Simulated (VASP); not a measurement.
Data:

```
LiV
1.0
    2.73652     0.00000     0.00000
    0.00000     2.73652     0.00000
    0.00000     0.00000     3.58680
Li V
1 1
Direct
  0.50000   0.50000   0.50000
  0.00000   0.00000   0.00000
```
Starting moments (μB, in the order of the record's atoms Li V): 0.0 2.0.

These are PBE GGA, VASP's PBE PAW potentials (set 64) (plane waves; VASP 6.6.1) values and carry that method's errors. Run with 400 eV cut-off, 11×11×9 Γ-centred mesh, Gaussian smearing of 0.050 eV, potentials Li_sv V_sv.

### Question
Give the spin-up energies of bands 6 to 12 at the high-symmetry points, in eV from the Fermi level.

### Answer

```json
[
 {"band": "6", "Γ": "-5.32", "X": "-2.86", "M": "-2.06", "Z": "-4.26", "R": "-1.63", "A": "-2.27"},
 {"band": "7", "Γ": "-1.48", "X": "-0.88", "M": "-0.02", "Z": "-1.45", "R": "-1.31", "A": "-1.36"},
 {"band": "8", "Γ": "-1.32", "X": "-0.69", "M": "-0.02", "Z": "-1.37", "R": "0.33", "A": "-1.36"},
 {"band": "9", "Γ": "1.56", "X": "0.04", "M": "0.17", "Z": "1.12", "R": "0.50", "A": "1.80"},
 {"band": "10", "Γ": "1.56", "X": "1.03", "M": "2.23", "Z": "1.24", "R": "1.11", "A": "2.96"},
 {"band": "11", "Γ": "2.34", "X": "1.76", "M": "2.23", "Z": "1.24", "R": "1.57", "A": "6.32"},
 {"band": "12", "Γ": "3.65", "X": "3.94", "M": "2.96", "Z": "2.35", "R": "1.63", "A": "6.32"}
]
```

### Question
Give the spin-down energies of bands 6 to 12 at the high-symmetry points, in eV from the Fermi level.

### Answer

```
band      Γ      X      M      Z      R      A
----  -----  -----  -----  -----  -----  -----
6     -5.06  -2.58  -1.78  -3.91  -1.30  -2.00
7     -1.00  -0.51   0.38  -1.33  -0.75  -1.05
8     -0.84  -0.25   0.38  -0.72   0.42  -1.05
9      1.97   0.32   0.46   1.47   0.81   2.17
10     1.97   1.31   2.43   1.62   1.40   3.63
11     2.62   2.17   2.43   1.62   1.97   6.63
12     3.89   4.43   3.63   2.63   2.01   6.73
```

It has no gap at this level: it comes out as a metal or semimetal.

The structure was generated: LiV was put into an ordered model structure, which need not be its known phase. The cell was not relaxed at this level.
